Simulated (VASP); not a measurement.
All values below come from PBE GGA, VASP's PBE PAW potentials (set 64) (plane waves; VASP).

Input for VASP

INCAR:
```
! general
SYSTEM  = Ag
PREC    = Accurate
ENCUT   = 400
LREAL   = .FALSE.
LASPH   = .TRUE.

! electronic loop
EDIFF   = 1E-6
NELM    = 100
ALGO    = Normal
LMAXMIX = 4

! smearing
ISMEAR  = 1
SIGMA   = 0.1

! functional
GGA     = PE

! ions
ISIF    = 2

! output
LWAVE   = .FALSE.
LCHARG  = .FALSE.
```

### KPOINTS
```
Automatic mesh
0
Gamma
5 5 5
0 0 0
```

POSCAR:
```
Ag
1
    0.0000000000     2.0859000000     2.0859000000
    2.0859000000     0.0000000000     2.0859000000
    2.0859000000     2.0859000000     0.0000000000
Ag
1
Direct
  0.0000000000   0.0000000000   0.0000000000
```

POTCAR, in this order: Ag (PBE.64 set). Program: vasp_std.

The run wrote:

File OUTCAR:
```
 ion  position               nearest neighbor table
   1  0.000  0.000  0.000-
  LATTYP: Found a face centered cubic cell.
 ALAT       =     4.1718000000
 Subroutine PRICEL returns:
 Original cell was already a primitive cell.
 Subroutine GETGRP returns: Found 48 space group operations
The static configuration has the point symmetry O_h .
The dynamic configuration has the point symmetry O_h .
 Subroutine INISYM returns: Found 48 space group operations
 Subroutine IBZKPT returns following result:
 Found     10 irreducible k-points:

 Following reciprocal coordinates:
            Coordinates               Weight
  0.000000  0.000000  0.000000      1.000000
  0.200000  0.000000  0.000000      8.000000
  0.400000  0.000000  0.000000      8.000000
  0.200000  0.200000  0.000000      6.000000
  0.400000  0.200000  0.000000     24.000000
 -0.400000  0.200000  0.000000     24.000000
 -0.200000  0.200000  0.000000     12.000000
  0.400000  0.400000  0.000000      6.000000
 -0.400000  0.400000  0.000000     12.000000
 -0.400000  0.400000  0.200000     24.000000
...
```

OSZICAR:
```
       N       E                     dE             d eps       ncg     rms          rms(c)
DAV:   1     0.343055824831E+02    0.34306E+02   -0.49769E+03   196   0.885E+02
DAV:   2    -0.281860097644E+01   -0.37124E+02   -0.35054E+02   182   0.175E+02
DAV:   3    -0.306122642091E+01   -0.24263E+00   -0.24260E+00   223   0.175E+01
DAV:   4    -0.306176487681E+01   -0.53846E-03   -0.53845E-03   217   0.788E-01
DAV:   5    -0.306176758891E+01   -0.27121E-05   -0.27127E-05   202   0.482E-02    0.431E+00
DAV:   6    -0.283873694776E+01    0.22303E+00   -0.10977E+00   181   0.111E+01    0.285E+00
DAV:   7    -0.283253087947E+01    0.62061E-02   -0.84936E-03   183   0.983E-01    0.164E+00
DAV:   8    -0.283024694738E+01    0.22839E-02   -0.68650E-04   189   0.266E-01    0.690E-02
DAV:   9    -0.283025435477E+01   -0.74074E-05   -0.71209E-06   243   0.251E-02    0.140E-02
DAV:  10    -0.283026136170E+01   -0.70069E-05   -0.39990E-06   200   0.250E-02    0.540E-03
DAV:  11    -0.283026101994E+01    0.34176E-06   -0.92354E-08    93   0.327E-03
   1 F= -.28302610E+01 E0= -.28298228E+01  d E =-.131456E-02
```

### OUTCAR
```
------------------------ aborting loop because EDIFF is reached ----------------------------------------
  FORCE on cell =-STRESS in cart. coord.  units (eV):
  Direction    XX          YY          ZZ          XY          YZ          ZX
  --------------------------------------------------------------------------------------
  Total       -0.3161230     -0.3161230     -0.3161230      0.0000000      0.0000000     -0.0000000
  in kB      -27.9033420    -27.9033420    -27.9033420      0.0000000      0.0000000     -0.0000000
  external PRESSURE =     -27.9033420 kB  Pullay stress =       0.0000000 kB
  volume of cell :       18.15
      direct lattice vectors                 reciprocal lattice vectors
     0.000000000  2.085900000  2.085900000    -0.239704684  0.239704684  0.239704684
     2.085900000  0.000000000  2.085900000     0.239704684 -0.239704684  0.239704684
     2.085900000  2.085900000  0.000000000     0.239704684  0.239704684 -0.239704684
 POSITION                                       TOTAL-FORCE (eV/Angst)
 -----------------------------------------------------------------------------------
      0.00000      0.00000      0.00000        -0.000000     -0.000000     -0.000000
 -----------------------------------------------------------------------------------
    total drift:                               -0.000000     -0.000000     -0.000000
  FREE ENERGIE OF THE ION-ELECTRON SYSTEM (eV)
  ---------------------------------------------------
  free  energy   TOTEN  =        -2.8302610199 eV

  energy  without entropy=       -2.8289464598  energy(sigma->0) =       -2.82982283
```
(Selected blocks of OUTCAR.)

The compound is Ag in the fcc structure. The cell was not relaxed at this level. The k-mesh is coarse (spacing up to 0.52 per Å, 2π included), so the numbers may not be converged in it. The run is one of a series of settings (KPOINTS 5×5×5 Γ-centred mesh against the base run), some of them coarse on purpose.
